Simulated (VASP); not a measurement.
These are SCAN meta-GGA, VASP's PBE PAW potentials (set 64) (plane waves; VASP) values and carry that method's errors.

The input files of a VASP run:

File KPOINTS:
```
K-points
0
G
12 12 12
```

**POSCAR**
```
Na
1.0
 -2.1362633692   2.1362633692   2.1362633692
  2.1362633692  -2.1362633692   2.1362633692
  2.1362633692   2.1362633692  -2.1362633692
Na
1
Cart
  0.0000000000   0.0000000000   0.0000000000
```

INCAR:
```
! general
SYSTEM =Na
PREC   =Accurate
ENCUT  =520
LREAL  =F   ! projection in real space or not
LASPH  =T

! electronic loop
EDIFF  =1E-7   ! SCF stop (eV)
NELM   =100   ! most electronic steps
ALGO   =Normal   ! blocked Davidson
LMIXTAU=T

! smearing
ISMEAR =1
SIGMA  =0.1   ! width (eV)

! functional
METAGGA=SCAN

! ions
ISIF   =2   ! forces and stress, cell fixed

! output
LWAVE  =F
LCHARG =F
```

POTCAR, in this order: Na_pv (PBE.64 set). Program: vasp_std.

The run wrote:

### OUTCAR
```
 ion  position               nearest neighbor table
   1  0.000  0.000  0.000-
  LATTYP: Found a body centered cubic cell.
 ALAT       =     4.2725267384
 Subroutine PRICEL returns:
 Original cell was already a primitive cell.
 Subroutine GETGRP returns: Found 48 space group operations
The static configuration has the point symmetry O_h .
The dynamic configuration has the point symmetry O_h .
 Subroutine INISYM returns: Found 48 space group operations
 Subroutine IBZKPT returns following result:
 Found     72 irreducible k-points:

 Following reciprocal coordinates:
            Coordinates               Weight
  0.000000  0.000000  0.000000      1.000000
  0.083333  0.000000  0.000000     12.000000
  0.166667  0.000000  0.000000     12.000000
  0.250000  0.000000  0.000000     12.000000
  0.333333  0.000000  0.000000     12.000000
  0.416667  0.000000  0.000000     12.000000
  0.500000  0.000000  0.000000      6.000000
  0.083333  0.083333  0.000000     24.000000
  0.166667  0.083333  0.000000     48.000000
  0.250000  0.083333  0.000000     48.000000
...
```

**OSZICAR**
```
       N       E                     dE             d eps       ncg     rms          rms(c)
DAV:   1     0.177760257420E+02    0.17776E+02   -0.40743E+03  1022   0.858E+02
DAV:   2    -0.420402311615E+01   -0.21980E+02   -0.21978E+02  1022   0.145E+02
DAV:   3    -0.465764044064E+01   -0.45362E+00   -0.45361E+00  1372   0.301E+01
DAV:   4    -0.466139000558E+01   -0.37496E-02   -0.37496E-02  1183   0.234E+00
DAV:   5    -0.466145092441E+01   -0.60919E-04   -0.60919E-04  1358   0.263E-01    0.209E-01
DAV:   6    -0.400389772237E+01    0.65755E+00   -0.11791E-01  1029   0.709E+00    0.322E-01
DAV:   7    -0.418454674825E+01   -0.18065E+00   -0.16178E-01  1022   0.421E+00    0.258E-01
DAV:   8    -0.417900509852E+01    0.55416E-02   -0.27244E-03  1127   0.502E-01    0.269E-01
DAV:   9    -0.419451615513E+01   -0.15511E-01   -0.30932E-02  1029   0.194E+00    0.174E-01
DAV:  10    -0.422074251360E+01   -0.26226E-01   -0.10385E-02  1022   0.171E+00    0.166E-01
DAV:  11    -0.420205835833E+01    0.18684E-01   -0.27819E-02  1008   0.159E+00    0.260E-02
DAV:  12    -0.419834917580E+01    0.37092E-02   -0.13822E-02  1008   0.181E+00    0.461E-02
DAV:  13    -0.419710994552E+01    0.12392E-02   -0.30539E-03  1008   0.953E-01    0.166E-02
DAV:  14    -0.420036898456E+01   -0.32590E-02   -0.31589E-03  1008   0.630E-01    0.134E-02
DAV:  15    -0.420312234376E+01   -0.27534E-02   -0.47624E-03  1008   0.589E-01    0.441E-02
DAV:  16    -0.420348200743E+01   -0.35966E-03   -0.45404E-03  1008   0.780E-01    0.297E-02
DAV:  17    -0.420282666921E+01    0.65534E-03   -0.74653E-04  1036   0.271E-01    0.152E-02
DAV:  18    -0.420247599959E+01    0.35067E-03   -0.83185E-04  1008   0.352E-01    0.744E-03
DAV:  19    -0.420277846588E+01   -0.30247E-03   -0.29008E-04  1008   0.140E-01    0.749E-03
DAV:  20    -0.420280366320E+01   -0.25197E-04   -0.14746E-05  1050   0.453E-02    0.750E-03
DAV:  21    -0.420285674274E+01   -0.53080E-04   -0.16655E-04  1008   0.172E-01    0.736E-03
DAV:  22    -0.420310566663E+01   -0.24892E-03   -0.37278E-04  1008   0.204E-01    0.701E-03
DAV:  23    -0.420309338111E+01    0.12286E-04   -0.61394E-06  1155   0.349E-02    0.674E-03
DAV:  24    -0.420326875775E+01   -0.17538E-03   -0.10410E-04  1008   0.105E-01    0.528E-03
DAV:  25    -0.420322842682E+01    0.40331E-04   -0.13085E-04  1008   0.153E-01    0.322E-03
DAV:  26    -0.420327343728E+01   -0.45010E-04   -0.19747E-05  1008   0.556E-02    0.191E-03
DAV:  27    -0.420329393644E+01   -0.20499E-04   -0.58085E-06  1050   0.389E-02    0.106E-03
DAV:  28    -0.420330530527E+01   -0.11369E-04   -0.14104E-06  1022   0.174E-02    0.818E-04
DAV:  29    -0.420329841371E+01    0.68916E-05   -0.65290E-06  1008   0.374E-02    0.487E-04
DAV:  30    -0.420329668324E+01    0.17305E-05   -0.30452E-06  1008   0.267E-02    0.368E-04
DAV:  31    -0.420328701886E+01    0.96644E-05   -0.11761E-06  1008   0.164E-02    0.253E-04
DAV:  32    -0.420328369816E+01    0.33207E-05   -0.90516E-07  1008   0.125E-02    0.144E-04
DAV:  33    -0.420328185858E+01    0.18396E-05   -0.48094E-07  1008   0.893E-03    0.526E-05
DAV:  34    -0.420328160058E+01    0.25801E-06   -0.40296E-08  1071   0.358E-03    0.447E-05
DAV:  35    -0.420328176046E+01   -0.15989E-06   -0.60075E-08  1008   0.328E-03    0.340E-05
DAV:  36    -0.420328227579E+01   -0.51532E-06   -0.11188E-08   882   0.120E-03    0.166E-05
DAV:  37    -0.420328261194E+01   -0.33615E-06   -0.23565E-09   504   0.738E-04    0.125E-05
DAV:  38    -0.420328277479E+01   -0.16285E-06   -0.10591E-09   504   0.447E-04    0.947E-06
DAV:  39    -0.420328305319E+01   -0.27840E-06   -0.11236E-09   504   0.420E-04    0.115E-05
DAV:  40    -0.420328302648E+01    0.26709E-07   -0.18919E-09   504   0.653E-04
   1 F= -.42032830E+01 E0= -.42030182E+01  d E =-.794587E-03
```

File OUTCAR:
```
------------------------ aborting loop because EDIFF is reached ----------------------------------------
  FORCE on cell =-STRESS in cart. coord.  units (eV):
  Direction    XX          YY          ZZ          XY          YZ          ZX
  --------------------------------------------------------------------------------------
  Total       -0.0742509     -0.0742509     -0.0742509      0.0000000      0.0000000     -0.0000000
  in kB       -3.0506182     -3.0506182     -3.0506182      0.0000000      0.0000000     -0.0000000
  external PRESSURE =      -3.0506182 kB  Pullay stress =       0.0000000 kB
  volume of cell :       39.00
      direct lattice vectors                 reciprocal lattice vectors
    -2.136263369  2.136263369  2.136263369     0.000000000  0.234053538  0.234053538
     2.136263369 -2.136263369  2.136263369     0.234053538  0.000000000  0.234053538
     2.136263369  2.136263369 -2.136263369     0.234053538  0.234053538  0.000000000
 POSITION                                       TOTAL-FORCE (eV/Angst)
 -----------------------------------------------------------------------------------
      0.00000      0.00000      0.00000        -0.000000      0.000000      0.000000
 -----------------------------------------------------------------------------------
    total drift:                               -0.000000     -0.000000     -0.000000
  FREE ENERGIE OF THE ION-ELECTRON SYSTEM (eV)
  ---------------------------------------------------
  free  energy   TOTEN  =        -4.2032830265 eV

  energy  without entropy=       -4.2024884400  energy(sigma->0) =       -4.20301816
```
(Selected blocks of OUTCAR.)

The compound is Na in the bcc structure. This cell is one point of a volume scan, at 1.03 of the reference volume.
